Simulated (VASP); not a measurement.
Input:

```
TiO2
1.0
    4.62328     0.00000     0.00000
    0.00000     4.62328     0.00000
    0.00000     0.00000     2.96749
Ti O
2 4
Direct
  0.00000   0.00000   0.00000
  0.50000   0.50000   0.50000
  0.30421   0.30421   0.00000
  0.80421   0.19579   0.50000
  0.19579   0.80421   0.50000
  0.69579   0.69579   0.00000
```

These are optB88-vdW, VASP's PBE PAW potentials (set 64) (plane waves; VASP) values and carry that method's errors. Settings: 520 eV cut-off, 6×6×8 Γ-centred mesh, tetrahedra with Blöchl corrections, potentials Ti_sv O.

The cores are frozen, which limits the accuracy of field gradients.

Give the principal components of the electric field gradient (V/Å²) and the asymmetry η at each nucleus.

| atom | Vxx | Vyy | Vzz | η |
|---|---|---|---|---|
| Ti1 | 12.6 | 7.1 | -19.8 | 0.28 |
| Ti2 | 12.6 | 7.1 | -19.8 | 0.28 |
| O3 | -21.0 | -0.9 | 21.8 | 0.92 |
| O4 | -21.0 | -0.9 | 21.8 | 0.92 |
| O5 | -21.0 | -0.9 | 21.8 | 0.92 |
| O6 | -21.0 | -0.9 | 21.8 | 0.92 |

The compound is TiO2 in the rutile structure. It was relaxed first.
